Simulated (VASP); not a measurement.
Wanted: the native input for a VASP 6.6.1 run.

- Task: band structure
- Functional: LDA
- Potentials or basis: VASP PAW LDA potentials, release 64 (Pt)
- Cutoff: 520 eV
- k mesh: 16 × 16 × 16
- Occupations: methfessel-paxton, width 0.1 eV
- Spin: no spin polarisation
- Further INCAR settings: ALGO = Normal; EDIFF = 1e-07; NBANDS = 11

The structure of Pt lies in POSCAR:

```
Pt                                      
1.0
    0.0000000000      1.9483942426      1.9483942426
    1.9483942426      0.0000000000      1.9483942426
    1.9483942426      1.9483942426      0.0000000000
  Pt            
     1
Direct
     0.0000000000000000    0.0000000000000000    0.0000000000000000
```

The input as run:

INCAR

```
SYSTEM = Pt
PREC = Accurate ; ENCUT = 520
EDIFF = 1E-7 ; ISMEAR = 1
SIGMA = 0.1 ; LREAL = .FALSE.
LASPH = .TRUE. ; NELM = 80
ALGO = Normal ; ISIF = 2
LWAVE = .FALSE. ; LCHARG = .FALSE.
LMAXMIX = 4 ; GGA = CA
NBANDS = 11 ; ICORELEVEL = 1
```

KPOINTS

```
regular mesh
0
G
  16 16 16
  0 0 0
```

KPOINTS_OPT

```
explicit points
206
Reciprocal
 0.0000000000  0.0000000000  0.0000000000 1
 0.0263157895  0.0000000000  0.0263157895 1
 0.0526315789  0.0000000000  0.0526315789 1
 0.0789473684  0.0000000000  0.0789473684 1
 0.1052631579  0.0000000000  0.1052631579 1
 0.1315789474  0.0000000000  0.1315789474 1
[... 198 lines left out ...]
 0.5000000000  0.2500000000  0.7500000000 1
 0.5000000000  0.0000000000  0.5000000000 1
```

Potentials or basis: VASP PAW LDA potentials, release 64 (Pt).

Run with:

```bash
$ cat potpaw_LDA.64/Pt/POTCAR > POTCAR
$ mpirun -np 1 vasp_std > vasp.out
```

Results of the run:

| Property | Result |
| --- | --- |
| Pressure | -0.1 GPa |
| Band gap along the path | none (metal or under the smearing width) |

Caveat: spin-orbit coupling is left out, which moves the levels of the heavy elements.

It took 12 s on 1 thread of Intel(R) Xeon(R) 6975P-C (Granite Rapids) (shared host), peak memory 0.15 GiB.
